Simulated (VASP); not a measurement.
Data:

```
CsBr
1.0
    4.32566     0.00000     0.00000
    0.00000     4.32566     0.00000
    0.00000     0.00000     4.32566
Cs Br
1 1
Direct
  0.00000   0.00000   0.00000
  0.50000   0.50000   0.50000
```

All values below come from r2SCAN meta-GGA, VASP's PBE PAW potentials (set 64) (plane waves; VASP 6.6.1). Run with 480 eV cut-off, 6×6×6 Γ-centred mesh, Gaussian smearing of 0.050 eV, potentials Cs_sv Br.

Unless said otherwise, spin-orbit coupling is left out, though it shifts the bands of the heavy elements here.

Question: Predict the energy per atom (σ→0), band gap (on the k-mesh) with the smallest direct gap where there is one.

Answer: 
```yaml
band gap (on the k-mesh): 5.17 eV
smallest direct gap (on the k-mesh): 5.17 eV
energy per atom (σ→0): -21.163 eV/atom
```

The compound is CsBr in the CsCl type structure. It was relaxed first. The start is the result of an earlier pass.
